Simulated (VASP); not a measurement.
Data:

```
CELL_PARAMETERS angstrom
      0.00000     2.61704     2.61704
      2.61704     0.00000     2.61704
      2.61704     2.61704     0.00000
ATOMIC_POSITIONS crystal
  Ta 0.00000 0.00000 0.00000
  Al 0.50000 0.50000 0.50000
```

Method: PBEsol GGA, VASP's PBE PAW potentials (set 64) (plane waves; VASP). Numerical set-up: 400 eV cut-off, Gaussian smearing of 0.050 eV, potentials Ta_pv Al.

### Question
Give the energies of bands 4 to 10 at the high-symmetry points, in eV from the Fermi level.

### Answer

```csv
band,Γ,X,U,L,W
4,-9.18,-5.79,-5.10,-5.29,-4.91
5,-0.56,-2.55,-3.18,-4.47,-2.56
6,-0.56,-2.34,-2.46,-1.71,-2.56
7,-0.56,1.30,-0.53,-1.71,-2.02
8,0.16,1.96,0.44,2.15,1.77
9,0.16,1.96,2.28,2.15,2.81
10,5.45,2.16,3.60,2.87,2.84
```

It has no gap at this level: it comes out as a metal or semimetal.

The structure was generated: TaAl was put into the rock salt type (Fm-3m), which need not be its known phase. It was relaxed first, which changed the volume by -42 %.
